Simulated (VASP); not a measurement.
Runs of VASP 6.6.1 on CGeF2BrH3. The cell holds a molecule in a box, 8 atoms: a = 13.000 Å, b = 13.000 Å, c = 13.000 Å, α = 90.00°, β = 90.00°, γ = 90.00°. 

```csv
task,level,potentials or basis,cell,cutoff (eV),grid for exact exchange (PRECFOCK),screening parameter,exchange at q = 0,gap on the mesh (eV),largest force (eV/Å)
relaxation of the atoms,PBE,"VASP PAW PBE potentials, release 64 (C, Ge_d, F, Br, H)","atoms relaxed from: atoms moved at random, drawn with an rms of 0.02 Å",520,-,-,-,5.25,0.01
single point,PBE,"VASP PAW PBE potentials, release 64 (C, Ge_d, F, Br, H)",as given,520,-,-,-,5.50,0.80
single point,HSE06,"VASP PAW PBE potentials, release 64 (C, Ge_d, F, Br, H)",as given,520,Fast,0.2 1/A,-,(b),0.18
single point,B3LYP,"VASP PAW PBE potentials, release 64 (C_h, Ge_h, F_h, Br, H_h)",as given,900,Normal,-,default,(a),0.49
electron localisation function,PBE,"VASP PAW PBE potentials, release 64 (C, Ge_d, F, Br, H)",as given,520,-,-,-,5.50,0.80
atomic charges,PBE+TS,"VASP PAW PBE potentials, release 64 (C, Ge_d, F, Br, H)",as given,520,-,-,-,5.50,0.81
single point,PBE0,"VASP PAW PBE potentials, release 64 (C, Ge_d, F, Br, H)",as given,520,Fast,-,truncated,7.76,0.20
single point,PBE,"VASP PAW PBE potentials, release 64 (C, Ge_d, F, Br, H)","atoms moved at random, drawn with an rms of 0.05 Å",520,-,-,-,5.16,6.15
```

Alike in all rows: no spin polarisation; k mesh 1 × 1 × 1; smearing gaussian 0.01 eV.

Q: Fill in the values left out.

A: (a) 7.19; (b) 7.03.

Caveats: the PAW data sets were made with another functional, which shifts forces and pressure a little (some runs).

A k mesh can miss the band edges, and the runs leave out spin-orbit coupling on Br, Ge.
